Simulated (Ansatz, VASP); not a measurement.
## Two plane-wave programs on ZrTiN

```
Zr Ti N
1.0
     3.25226    0.00000    0.00000
     0.00000    3.25226    0.00000
     0.00000    0.00000    8.05300
Zr Ti N
2 2 2
Cartesian
  0.0000 1.6261 5.1187
  1.6261 0.0000 2.9343
  0.0000 1.6261 0.7917
  1.6261 0.0000 7.2613
  0.0000 1.6261 2.8510
  1.6261 0.0000 5.2020
```

Change from the starting cell: relaxed end of: species swapped into the CaGaN type (P4/nmm, No. 129).

Alike in both runs: task single point; functional PBE; k mesh 6 × 6 × 2; occupations gaussian, width 0.1 eV; no spin polarisation.

|  | VASP | Ansatz |
| --- | --- | --- |
| version | VASP 6.6.1 | Ansatz 0.2.0 |
| potentials or method | VASP PAW PBE potentials, release 64 (Zr_sv, Ti_sv, N) | scalar-relativistic, plane waves, PAW |
| plane-wave cutoff (eV) | 520 | 420 |
| valence electrons in the cell | 58 | 58 |

VASP gave:

| Item | Value |
| --- | --- |
| gap on the k mesh at the Fermi level (eV) | none |
| pressure (GPa) | 0.0 |
| rms of the force components (eV/Å) | 0.035 |

Problem. Which values does Ansatz return?

Solution. gap on the k mesh at the Fermi level (eV): none; pressure (GPa): -0.1; rms of the force components (eV/Å): 0.044.

Atom by atom the forces differ by 0.013 eV/Å (rms over components). A gap of «none» marks a metal or a gap that the smearing closes. The functional is the same, so the differences come from potentials, cutoffs and numerics.

Caveats: the k mesh is coarse (spacing up to 0.39 Å⁻¹), so the values aren't converged.
